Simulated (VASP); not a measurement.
```
CELL_PARAMETERS angstrom
      0.00000     2.29175     2.29175
      2.29175     0.00000     2.29175
      2.29175     2.29175     0.00000
ATOMIC_POSITIONS crystal
  Ga 0.00000 0.00000 0.00000
  N  0.25000 0.25000 0.25000
```

Computed with PBEsol GGA, VASP's PBE PAW potentials (set 64) (plane waves; VASP). Numerical set-up: 520 eV cut-off, 10×10×10 Γ-centred mesh, Gaussian smearing of 0.050 eV, potentials Ga_d N.

Q: The job: GaN (zinc blende), 2 atoms, PBEsol, static run, 520 eV, 10×10×10 Γ-centred mesh. Roughly how much core time does it take on a busy server core?

A: About 30 core-seconds (one run on a shared machine, a rough figure). It had 47 irreducible k-points, 13 bands, up to 662 plane waves and 13 electronic steps.

The compound is GaN in the zinc blende structure, a metastable form; wurtzite is the usual one. This cell is one point of a volume scan, at 1.06 of the reference volume.
